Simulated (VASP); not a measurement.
Consider the following.

```xyz
2
Lattice="0.0000 2.4821 2.4821 2.4821 0.0000 2.4821 2.4821 2.4821 0.0000" Properties=species:S:1:pos:R:3 pbc="T T T"
Li     0.0000     0.0000     0.0000
Cl     2.4821     2.4821     2.4821
```

Method: TPSS meta-GGA, VASP's PBE PAW potentials (set 64) (plane waves; VASP). Numerical set-up: 520 eV cut-off, 9×9×9 Γ-centred mesh, Gaussian smearing of 0.050 eV, potentials Li_sv Cl.

**Question.** Give the stress tensor in GPa (positive for a compressed cell).

**Answer.** 
```
2.56  0.00  0.00
0.00  2.56  0.00
0.00  0.00  2.56
```
The pressure is its mean diagonal, 2.56 GPa.

The compound is LiCl in the rock salt structure. This cell is one point of a volume scan, at 0.94 of the reference volume.
